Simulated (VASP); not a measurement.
Method: AM05 GGA, VASP's PBE PAW potentials (set 64) (plane waves; VASP 6.6.1).

VASP input:

**POSCAR**
```
Sb
1
    3.9863451641    -2.2080084372    -0.0226335750
    3.9863451641     2.2080084372    -0.0226335750
    2.7839570112     0.0000000000     3.6078169377
Sb
2
Direct
  0.2349824130   0.2349824130   0.2349824130
  0.7650175870   0.7650175870   0.7650175870
```

**INCAR**
```
# general
SYSTEM  = Sb
PREC    = Accurate
ENCUT   = 520
LREAL   = .FALSE.
LASPH   = .TRUE.

# electronic loop
EDIFF   = 1E-7
NELM    = 100
ALGO    = Normal
LMAXMIX = 4

# smearing
ISMEAR  = 0
SIGMA   = 0.05

# functional
GGA     = AM

# ions
IBRION  = 2
NSW     = 30
ISIF    = 4
EDIFFG  = -0.01

# output
LWAVE   = .FALSE.
LCHARG  = .FALSE.
```

### KPOINTS
```
Automatic mesh
0
gamma
  8 8 8
```

POTCAR, in this order: Sb (PBE.64 set). Program: vasp_std.

Output of the run:

### OSZICAR
```
       N       E                     dE             d eps       ncg     rms          rms(c)
DAV:   1     0.376661139048E+02    0.37666E+02   -0.37213E+03  1170   0.875E+02
DAV:   2    -0.676183449471E+01   -0.44428E+02   -0.43564E+02  1707   0.121E+02
DAV:   3    -0.849642434800E+01   -0.17346E+01   -0.16840E+01  1463   0.292E+01
DAV:   4    -0.851345513594E+01   -0.17031E-01   -0.17026E-01  1404   0.318E+00
DAV:   5    -0.851358763765E+01   -0.13250E-03   -0.13250E-03  1362   0.313E-01    0.244E+00
DAV:   6    -0.850982703628E+01    0.37606E-02   -0.18746E-03  1304   0.402E-01    0.146E+00
DAV:   7    -0.850728664748E+01    0.25404E-02   -0.57353E-03  1191   0.649E-01    0.737E-02
DAV:   8    -0.850745706659E+01   -0.17042E-03   -0.22507E-04  1434   0.118E-01    0.145E-02
DAV:   9    -0.850748663120E+01   -0.29565E-04   -0.36457E-05  1202   0.437E-02    0.432E-03
DAV:  10    -0.850748902024E+01   -0.23890E-05   -0.35341E-06  1363   0.139E-02    0.132E-03
DAV:  11    -0.850748934626E+01   -0.32602E-06   -0.24822E-07  1214   0.379E-03    0.287E-04
DAV:  12    -0.850748939725E+01   -0.50993E-07   -0.17977E-08   640   0.968E-04
   1 F= -.85074894E+01 E0= -.85072851E+01  d E =-.850749E+01
       N       E                     dE             d eps       ncg     rms          rms(c)
DAV:   1    -0.851369602816E+01   -0.62067E-02   -0.15014E-01  1235   0.236E+00    0.919E-02
DAV:   2    -0.851402994271E+01   -0.33391E-03   -0.38255E-03  1252   0.518E-01    0.402E-02
DAV:   3    -0.851400856327E+01    0.21379E-04   -0.69583E-05  1394   0.680E-02    0.164E-02
DAV:   4    -0.851400764010E+01    0.92317E-06   -0.11834E-05  1238   0.231E-02    0.478E-03
DAV:   5    -0.851400812014E+01   -0.48003E-06   -0.60881E-07  1238   0.593E-03    0.135E-03
DAV:   6    -0.851400822254E+01   -0.10241E-06   -0.61167E-08   624   0.179E-03    0.289E-04
DAV:   7    -0.851400824507E+01   -0.22528E-07   -0.10611E-08   594   0.940E-04
   2 F= -.85140082E+01 E0= -.85138285E+01  d E =-.651885E-02
       N       E                     dE             d eps       ncg     rms          rms(c)
DAV:   1    -0.851793806080E+01   -0.39298E-02   -0.36001E-01  1225   0.367E+00    0.153E-01
DAV:   2    -0.851874223947E+01   -0.80418E-03   -0.93353E-03  1263   0.805E-01    0.620E-02
DAV:   3    -0.851868642143E+01    0.55818E-04   -0.16525E-04  1386   0.104E-01    0.267E-02
DAV:   4    -0.851868152455E+01    0.48969E-05   -0.34125E-05  1221   0.381E-02    0.749E-03
DAV:   5    -0.851868243323E+01   -0.90868E-06   -0.15152E-06  1252   0.971E-03    0.241E-03
DAV:   6    -0.851868263792E+01   -0.20468E-06   -0.17155E-07  1025   0.291E-03    0.448E-04
DAV:   7    -0.851868267074E+01   -0.32824E-07   -0.19187E-08   591   0.115E-03
   3 F= -.85186827E+01 E0= -.85185077E+01  d E =-.111933E-01
       N       E                     dE             d eps       ncg     rms          rms(c)
DAV:   1    -0.851874409057E+01   -0.61453E-04   -0.88613E-03  1201   0.578E-01    0.234E-02
DAV:   2    -0.851876421249E+01   -0.20122E-04   -0.22973E-04  1254   0.127E-01    0.981E-03
DAV:   3    -0.851876303192E+01    0.11806E-05   -0.44914E-06  1375   0.169E-02    0.405E-03
DAV:   4    -0.851876317451E+01   -0.14259E-06   -0.81270E-07  1246   0.589E-03    0.127E-03
DAV:   5    -0.851876328181E+01   -0.10730E-06   -0.40079E-08   597   0.158E-03    0.341E-04
DAV:   6    -0.851876330646E+01   -0.24655E-07   -0.63211E-09   588   0.704E-04
   4 F= -.85187633E+01 E0= -.85185888E+01  d E =-.112739E-01
       N       E                     dE             d eps       ncg     rms          rms(c)
DAV:   1    -0.851971252501E+01   -0.94924E-03   -0.31842E-02  1207   0.103E+00    0.746E-02
DAV:   2    -0.851959051898E+01    0.12201E-03   -0.88510E-04  1219   0.229E-01    0.438E-02
DAV:   3    -0.851952184366E+01    0.68675E-04   -0.30544E-04  1378   0.105E-01    0.788E-03
DAV:   4    -0.851952344919E+01   -0.16055E-05   -0.23146E-05  1190   0.380E-02    0.542E-03
DAV:   5    -0.851952380405E+01   -0.35485E-06   -0.18327E-06  1354   0.102E-02    0.177E-03
DAV:   6    -0.851952390624E+01   -0.10219E-06   -0.11761E-07   682   0.265E-03    0.804E-04
DAV:   7    -0.851952398609E+01   -0.79848E-07   -0.48207E-08   779   0.182E-03
   5 F= -.85195240E+01 E0= -.85193310E+01  d E =-.760680E-03
       N       E                     dE             d eps       ncg     rms          rms(c)
DAV:   1    -0.851985754265E+01   -0.33364E-03   -0.22924E-02  1206   0.873E-01    0.632E-02
DAV:   2    -0.851976976366E+01    0.87779E-04   -0.63950E-04  1212   0.194E-01    0.370E-02
DAV:   3    -0.851972096147E+01    0.48802E-04   -0.21870E-04  1395   0.883E-02    0.682E-03
DAV:   4    -0.851972205287E+01   -0.10914E-05   -0.16377E-05  1207   0.321E-02    0.461E-03
DAV:   5    -0.851972233659E+01   -0.28372E-06   -0.13286E-06  1321   0.866E-03    0.150E-03
DAV:   6    -0.851972241423E+01   -0.77636E-07   -0.82752E-08   611   0.222E-03
   6 F= -.85197224E+01 E0= -.85194982E+01  d E =-.959108E-03
```

### OUTCAR
```
------------------------ aborting loop because EDIFF is reached ----------------------------------------
  FORCE on cell =-STRESS in cart. coord.  units (eV):
  Direction    XX          YY          ZZ          XY          YZ          ZX
  --------------------------------------------------------------------------------------
  Total       -0.7580074     -0.7581995     -0.7581785      0.0000000      0.0000000      0.0000637
  in kB      -19.0386138    -19.0434388    -19.0429123      0.0000000      0.0000000      0.0016009
  external PRESSURE =     -19.0416550 kB  Pullay stress =       0.0000000 kB
  volume of cell :       63.79
      direct lattice vectors                 reciprocal lattice vectors
     4.052026467 -2.186912107  0.011950479     0.123684337 -0.228632874 -0.098088862
     4.052026467  2.186912107  0.011950479     0.123684337  0.228632874 -0.098088862
     2.861126577  0.000000000  3.607713858    -0.000819404  0.000000000  0.277833680
 POSITION                                       TOTAL-FORCE (eV/Angst)
 -----------------------------------------------------------------------------------
      2.54200      0.00000      0.84190         0.003851      0.000000      0.001276
      8.42318      0.00000      2.78972        -0.003851     -0.000000     -0.001276
 -----------------------------------------------------------------------------------
    total drift:                               -0.000000     -0.000000     -0.000000
  FREE ENERGIE OF THE ION-ELECTRON SYSTEM (eV)
  ---------------------------------------------------
  free  energy   TOTEN  =        -8.5197224142 eV

  energy  without entropy=       -8.5192740124  energy(sigma->0) =       -8.51949821

 reached required accuracy - stopping structural energy minimisation
```
(Selected blocks of OUTCAR.)

**CONTCAR**
```
Sb
   1.00000000000000
     4.0520264666404033   -2.1869121065294688    0.0119504786269223
     4.0520264666404033    2.1869121065294688    0.0119504786269223
     2.8611265768098102    0.0000000000000000    3.6077138578998214
  Sb
     2
Direct
     0.2318250179136792    0.2318250179136792    0.2318250179614389
     0.7681749820863208    0.7681749820863208    0.7681749820385612
```

The compound is Sb in the a7 structure. This cell is one point of a volume scan, at 1.06 of the reference volume. Symmetry was kept, so distortions that lower it aren't found.
